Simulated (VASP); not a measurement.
An input for Ansatz (written as the equivalent of a VASP run, and not itself run):

Ansatz 0.2 input:
```yaml
crystal:
  lattice:
    - [0.0000000, 1.8066020, 1.8066020]
    - [1.8066020, 0.0000000, 1.8066020]
    - [1.8066020, 1.8066020, 0.0000000]
  atoms:
    - { symbol: Cu, position: [0.0000000, 0.0000000, 0.0000000] }
kpoints:
  mp_grid: { grid: [16, 16, 16] }
hamiltonian:
  xc: pbe
  pseudopotentials: { kind: paw }
scf:
  occupations: { method: fermi_dirac, width: 0.136 }
  max_iter: 100
output: { forces: true, stress: true, eigenvalues: true }
```

**Question.** Translate this input to VASP (INCAR, KPOINTS, POSCAR, choice of POTCAR).

**Answer.** This is not unique; one that fits is 
### INCAR
```
ALGO=Normal
EDIFF=1E-6
ENCUT=300
GGA=PE
ISIF=2
ISMEAR=-1
LASPH=.True.
LCHARG=.False.
LMAXMIX=4
LREAL=.False.
LWAVE=.False.
NELM=100
PREC=Accurate
SIGMA=0.136
SYSTEM=Cu
```

### KPOINTS
```
K-points
0
G
  16 16 16
```

File POSCAR:
```
Cu
1.8066020
  0.0000000000   1.0000000000   1.0000000000
  1.0000000000   0.0000000000   1.0000000000
  1.0000000000   1.0000000000   0.0000000000
Cu
1
direct
  0.0000000000   0.0000000000   0.0000000000
```

POTCAR, in this order: Cu (PBE.64 set). Program: vasp_std.

The two are equivalent in intent, not identical: each code has its own PAW files, so the cut-off isn't converted (ENCUT is set for VASP's; basis.ecutwfc is left out, and Ansatz then takes the one that its files recommend); Ansatz stops its SCF on the density residual and VASP on the energy change (EDIFF).

The structure comes from a computed database's Cu entry; how it stands against other phases isn't given here. The cell was not relaxed at this level.
